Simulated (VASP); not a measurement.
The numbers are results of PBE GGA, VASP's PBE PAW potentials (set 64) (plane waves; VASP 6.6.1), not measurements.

Input for VASP

### POSCAR
```
MoTe2
1
    1.7762816424    -3.0766096204     0.0000000000
    1.7762816424     3.0766096204    -0.0000000000
   -0.0000000000     0.0000000000    14.6715638068
Te Mo
4 2
Direct
  0.3333330000   0.6666670000   0.8733991475
  0.6666670000   0.3333330000   0.3733991475
  0.6666670000   0.3333330000   0.1266008525
  0.3333330000   0.6666670000   0.6266008525
  0.3333330000   0.6666670000   0.2500000000
  0.6666670000   0.3333330000   0.7500000000
```

INCAR:
```
! general
SYSTEM  = MoTe2
PREC    = Accurate
ENCUT   = 400
LREAL   = .False.
LASPH   = .True.
ICHARG  = 11

! electronic loop
EDIFF   = 1E-7
NELM    = 100
ALGO    = Normal
LMAXMIX = 4

! smearing
ISMEAR  = 0
SIGMA   = 0.05

! functional
GGA     = PE

! output
LWAVE   = .False.
LCHARG  = .False.
LORBIT  = 11
```

**KPOINTS**
```
k-points along high-symmetry lines
10
Line-mode
Reciprocal
  0.000000   0.000000   0.000000 ! GAMMA
  0.000000   0.500000   0.000000 ! M

  0.000000   0.500000   0.000000 ! M
 -0.333333   0.666667   0.000000 ! K

 -0.333333   0.666667   0.000000 ! K
  0.000000   0.000000   0.000000 ! GAMMA

  0.000000   0.000000   0.000000 ! GAMMA
  0.000000   0.000000   0.500000 ! A

  0.000000   0.000000   0.500000 ! A
  0.000000   0.500000   0.500000 ! L

  0.000000   0.500000   0.500000 ! L
 -0.333333   0.666667   0.500000 ! H

 -0.333333   0.666667   0.500000 ! H
  0.000000   0.000000   0.500000 ! A

  0.000000   0.500000   0.500000 ! L
  0.000000   0.500000   0.000000 ! M

 -0.333333   0.666667   0.500000 ! H
 -0.333333   0.666667   0.000000 ! K
```

POTCAR, in this order: Te Mo_sv (PBE.64 set). Program: vasp_std. Read from the step before: CHGCAR.

The resulting files:

**OUTCAR**
```
 ion  position               nearest neighbor table
   1  0.333  0.667  0.873-   6 2.74   6 2.74   6 2.74   4 3.62
   2  0.667  0.333  0.373-   5 2.74   5 2.74   5 2.74   3 3.62
   3  0.667  0.333  0.127-   5 2.74   5 2.74   5 2.74   2 3.62
   4  0.333  0.667  0.627-   6 2.74   6 2.74   6 2.74   1 3.62
   5  0.333  0.667  0.250-   2 2.74   3 2.74   2 2.74   3 2.74   2 2.74   3 2.74
   6  0.667  0.333  0.750-   1 2.74   4 2.74   1 2.74   4 2.74   1 2.74   4 2.74
  LATTYP: Found a hexagonal cell.
 ALAT       =     3.5525629100
 C/A-ratio  =     4.1298533421
 Subroutine PRICEL returns:
 Original cell was already a primitive cell.
 Subroutine GETGRP returns: Found 24 space group operations
The static configuration has the point symmetry D_3d.
 The point group associated with its full space group is D_6h.
The dynamic configuration has the point symmetry D_3d.
 Subroutine INISYM returns: Found 24 space group operations
   k-points           NKPTS =     90   k-points in BZ     NKDIM =     90   number of bands    NBANDS=     31
   number of dos      NEDOS =    301   number of ions     NIONS =      6
   total plane-waves  NPLWV =  55296
   dimension x,y,z NGX =    24 NGY =   24 NGZ =   96
   dimension x,y,z NGXF=    48 NGYF=   48 NGZF=  192
   ions per type =               4   2
   PREC   = accura    normal or accurate (medium, high low for compatibility)
   ISTART =      0    job   : 0-new  1-cont  2-samecut
...
```

**OSZICAR**
```
       N       E                     dE             d eps       ncg     rms          rms(c)
DAV:   1     0.332714298929E+03    0.33271E+03   -0.24450E+04  6972   0.121E+03
DAV:   2    -0.161435007333E+02   -0.34886E+03   -0.34113E+03  7154   0.307E+02
DAV:   3    -0.350252676965E+02   -0.18882E+02   -0.18552E+02  6955   0.596E+01
DAV:   4    -0.356282668656E+02   -0.60300E+00   -0.60017E+00  7237   0.101E+01
DAV:   5    -0.356455625499E+02   -0.17296E-01   -0.17284E-01  7195   0.177E+00
DAV:   6    -0.356460018517E+02   -0.43930E-03   -0.43916E-03  7331   0.257E-01
DAV:   7    -0.356460169501E+02   -0.15098E-04   -0.15096E-04  7206   0.443E-02
DAV:   8    -0.356460175774E+02   -0.62731E-06   -0.62734E-06  7023   0.766E-03
DAV:   9    -0.356460176028E+02   -0.25421E-07   -0.25431E-07  4737   0.140E-03
   1 F= -.35646018E+02 E0= -.35646018E+02  d E =-.320300E-28
```

OUTCAR:
```
 val. band max:        7.1998363869   @ k =  -0.3333   0.6667   0.0000

 cond. band min:       8.0889152944   @ k =  -0.1852   0.3704   0.0000



 k-point     1 :       0.0000    0.0000    0.0000
  band No.  band energies     occupation
      1     -53.5482      2.00000
      2     -53.5481      2.00000
      3     -27.6979      2.00000
      4     -27.6978      2.00000
      5     -27.5928      2.00000
      6     -27.5928      2.00000
      7     -27.5927      2.00000
      8     -27.5926      2.00000
      9      -5.5007      2.00000
     10      -5.3275      2.00000
     11      -4.6246      2.00000
     12      -4.3484      2.00000
     13       1.7532      2.00000
     14       2.6312      2.00000
     15       4.5190      2.00000
     16       5.4954      2.00000
     17       5.4954      2.00000
     18       5.5034      2.00000
     19       5.5034      2.00000
     20       6.2576      2.00000
     21       6.2576      2.00000
     22       6.2756      2.00000
     23       6.2756      2.00000
     24       6.3566      2.00000
     25       6.5737      2.00000
     26       7.1589      2.00000
     27      10.1395      0.00000
     28      10.1405      0.00000
     29      10.2108      0.00000
     30      10.2124      0.00000
     31      10.3825      0.00000

 k-point     2 :       0.0000    0.0556    0.0000
  band No.  band energies     occupation
      1     -53.5479      2.00000
      2     -53.5479      2.00000
      3     -27.6972      2.00000
      4     -27.6971      2.00000
      5     -27.5965      2.00000
      6     -27.5963      2.00000
      7     -27.5937      2.00000
      8     -27.5935      2.00000
      9      -5.4587      2.00000
     10      -5.2858      2.00000
     11      -4.5943      2.00000
     12      -4.3203      2.00000
     13       1.8005      2.00000
     14       2.6770      2.00000
     15       4.4921      2.00000
     16       5.3981      2.00000
     17       5.4082      2.00000
     18       5.5291      2.00000
...
```

The density is held fixed in this step, so its total energy and stress have no physical meaning. Without a dispersion term in the relaxation, distances and binding between the weakly bound layers, chains or molecules are unreliable, and so is what depends on them. Unless said otherwise, spin-orbit coupling is left out, though it shifts the bands of the heavy elements here.

The compound is MoTe2 in the 2H layered structure. It was relaxed first, which changed the volume by +7 %.
